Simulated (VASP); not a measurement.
The input files of a VASP run:

File KPOINTS:
```
Automatic mesh
0
Gamma
7 7 4
0 0 0
```

**INCAR**
```
SYSTEM = CdS
PREC = Accurate; ENCUT = 520; LREAL = .FALSE.
LASPH = .TRUE.
EDIFF = 1E-7; NELM = 100; ALGO = Normal
LMAXMIX = 4
ISMEAR = -5
GGA = MK; LUSE_VDW = .TRUE.; AGGAC = 0.0
PARAM1 = 0.1234; PARAM2 = 1.0
ISIF = 2
LWAVE = .FALSE.; LCHARG = .TRUE.; LORBIT = 11
NEDOS = 601
LEFG = .TRUE.
```

### POSCAR
```
CdS
4.1694670
  0.5000000258  -0.8660254064   0.0000000000
  0.5000000258   0.8660254064   0.0000000000
  0.0000000000   0.0000000000   1.6249470620
Cd S
2 2
direct
  0.6666670000   0.3333330000   0.5000129281
  0.3333330000   0.6666670000   0.0000129281
  0.6666670000   0.3333330000   0.8769870719
  0.3333330000   0.6666670000   0.3769870719
```

POTCAR, in this order: Cd S (PBE.64 set). Program: vasp_std.

Task: Translate this optB86b-vdW calculation to Quantum ESPRESSO's pw.x.

Result: One equivalent input (not run):
```
&CONTROL
  calculation = 'scf'
  pseudo_dir = './pseudo'
  outdir = './out'
  tprnfor = .true.
  tstress = .true.
/
&SYSTEM
  ibrav = 0
  nat = 4
  ntyp = 2
  ecutwfc = 102
  occupations = 'tetrahedra'
  input_dft = 'vdw-df-ob86'
/
&ELECTRONS
  conv_thr = 7.3e-09
  electron_maxstep = 100
/
ATOMIC_SPECIES
  Cd 112.414 Cd.upf
  S 32.060 S.upf
CELL_PARAMETERS angstrom
     2.0847336   -3.6108644    0.0000000
     2.0847336    3.6108644    0.0000000
     0.0000000    0.0000000    6.7751632
ATOMIC_POSITIONS crystal
  Cd   0.6666670  0.3333330  0.5000129
  Cd   0.3333330  0.6666670  0.0000129
  S    0.6666670  0.3333330  0.8769871
  S    0.3333330  0.6666670  0.3769871
K_POINTS automatic
  7 7 4 0 0 0
```
The two are equivalent in intent, not identical: the potentials are each code's own (VASP's PAW set, PseudoDojo norm-conserving files in pw.x), so ENCUT and ecutwfc are chosen apart and not converted; conv_thr bounds pw.x's estimated SCF error, while EDIFF bounds the energy change between steps; the field gradients of LEFG aren't asked of the other code.

The compound is CdS in the wurtzite structure. It was relaxed first.
